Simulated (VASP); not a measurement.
```yaml
crystal:
  lattice:
    - [4.12909, 0.00000, 0.00000]
    - [0.00000, 4.12909, 0.00000]
    - [0.00000, 0.00000, 4.12909]
  atoms:
    - { symbol: K, position: [0.00000, 0.00000, 0.00000] }
    - { symbol: Mg, position: [0.50000, 0.50000, 0.50000] }
    - { symbol: F, position: [0.50000, 0.00000, 0.50000] }
    - { symbol: F, position: [0.00000, 0.50000, 0.50000] }
    - { symbol: F, position: [0.50000, 0.50000, 0.00000] }
```

All values below come from vdW-DF2, VASP's PBE PAW potentials (set 64) (plane waves; VASP). Settings: 520 eV cut-off, 6×6×6 Γ-centred mesh, Gaussian smearing of 0.050 eV, potentials K_sv Mg F.

Problem. Give the stress tensor in GPa (positive for a compressed cell).

Solution. 
```
-3.68   0.00   0.00
 0.00  -3.68   0.00
 0.00   0.00  -3.68
```
The pressure is its mean diagonal, -3.68 GPa.

The compound is KMgF3 in the cubic perovskite structure. This cell is one point of a volume scan, at 1.06 of the reference volume.
